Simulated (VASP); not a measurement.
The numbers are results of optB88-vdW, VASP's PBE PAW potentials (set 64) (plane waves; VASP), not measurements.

A VASP calculation is set up with these files.

**POSCAR**
```
PbF2
1
    0.0000000000     2.9420447209     2.9420447209
    2.9420447209     0.0000000000     2.9420447209
    2.9420447209     2.9420447209     0.0000000000
Pb F
1 2
Direct
  0.0000000000   1.0000000000   1.0000000000
  0.2500000000   0.2500000000   0.2500000000
  0.7500000000   0.7500000000   0.7500000000
```

**KPOINTS**
```
Automatic mesh
0
Gamma
6 6 6
0 0 0
```

### INCAR
```
# general
SYSTEM   = PbF2
PREC     = Accurate
ENCUT    = 520
LREAL    = .False.
LASPH    = .True.

# electronic loop
EDIFF    = 1E-6
NELM     = 100
ALGO     = Normal
LMAXMIX  = 4

# smearing
ISMEAR   = 0
SIGMA    = 0.05

# functional
GGA      = BO
LUSE_VDW = .True.
AGGAC    = 0.0
PARAM1   = 0.1833333333
PARAM2   = 0.22

# ions
IBRION   = 2
NSW      = 60
ISIF     = 3
EDIFFG   = -0.02

# output
LWAVE    = .False.
LCHARG   = .False.
```

POTCAR, in this order: Pb_d F (PBE.64 set). Program: vasp_std.

Energy and stress use the plane-wave basis of the starting cell.

Question: Estimate the energy per atom (σ→0), volume per atom.

Answer: 
```
Quantity                       Result
---------------------  --------------
energy per atom (σ→0)  -2.498 eV/atom
volume per atom         17.50 Å³/atom
```

### OSZICAR
```
...
DAV:   1    -0.751801471908E+01   -0.24738E-01   -0.61584E-01   726   0.114E+01    0.111E+00
DAV:   2    -0.749629609900E+01    0.21719E-01   -0.10633E-01   606   0.334E+00    0.232E-01
DAV:   3    -0.749441555436E+01    0.18805E-02   -0.57872E-03   732   0.122E+00    0.102E-01
DAV:   4    -0.749414785950E+01    0.26769E-03   -0.16649E-03   666   0.619E-01    0.355E-02
DAV:   5    -0.749416598908E+01   -0.18130E-04   -0.24559E-04   618   0.200E-01    0.231E-02
DAV:   6    -0.749415121644E+01    0.14773E-04   -0.68421E-05   736   0.110E-01    0.394E-03
DAV:   7    -0.749415108295E+01    0.13350E-06   -0.43858E-06   604   0.192E-02
   3 F= -.74941511E+01 E0= -.74941511E+01  d E =-.122908E-01
```

The compound is PbF2 in the fluorite structure, the β form. This run relaxes it. Symmetry was kept, so distortions that lower it aren't found. The start is the result of an earlier pass.
